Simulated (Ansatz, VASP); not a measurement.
**HgPt: VASP beside Ansatz**

```xyz
2
Lattice="2.9710 0.0000 0.0000 0.0000 2.9710 0.0000 0.0000 0.0000 3.8250" Properties=species:S:1:pos:R:3 pbc="T T T"
Hg    0.0000    0.0000    0.0000
Pt    1.4855    1.4855    1.9125
```

Alike in both runs: task single point; functional LDA; k mesh 10 × 10 × 8; occupations fermi-dirac, width 0.05 eV; no spin polarisation.

```csv
,VASP,Ansatz
version,VASP 6.6.1,Ansatz 0.2.0
potentials or method,"VASP PAW LDA potentials, release 64 (Hg, Pt), cutoff 520 eV","all-electron LAPW, scalar-relativistic"
```

Ansatz gave:

```
pressure (GPa)                                  : -1.6
largest component of the traceless stress (GPa) : 0.33
```

Problem. Which values does VASP return?

Solution. Pressure (GPa): 0.4; largest component of the traceless stress (GPa): 0.46.

Ansatz ran all-electron here, so the differences hold the error of VASP's frozen core and of both bases.

Spin-orbit coupling is left out, which matters for the levels of Hg, Pt.
